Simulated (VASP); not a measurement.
```yaml
crystal:
  lattice:
    - [0.00000, 3.93562, 3.93562]
    - [3.93562, 0.00000, 3.93562]
    - [3.93562, 3.93562, 0.00000]
  atoms:
    - { symbol: Sr, position: [0.75000, 0.75000, 0.75000] }
    - { symbol: Sr, position: [0.50000, 0.50000, 0.50000] }
    - { symbol: Pd, position: [0.12500, 0.62500, 0.12500] }
    - { symbol: Pd, position: [0.12500, 0.12500, 0.12500] }
    - { symbol: Pd, position: [0.62500, 0.12500, 0.12500] }
    - { symbol: Pd, position: [0.12500, 0.12500, 0.62500] }
```

Computed with PBEsol GGA, VASP's PBE PAW potentials (set 64) (plane waves; VASP). Run with 300 eV cut-off, 7×7×7 Γ-centred mesh, Gaussian smearing of 0.14 eV, potentials Sr_sv Pd.

At this cut-off the stress carries a Pulay error, which pulls relaxed volumes low.

Give the stress tensor in GPa (positive for a compressed cell).

```
-3.18   0.00   0.00
 0.00  -3.18   0.00
 0.00   0.00  -3.18
```
The pressure is its mean diagonal, -3.18 GPa.

The structure comes from a computed database's SrPd2 entry (Fd-3m); how it stands against other phases isn't given here. The cell was not relaxed at this level.
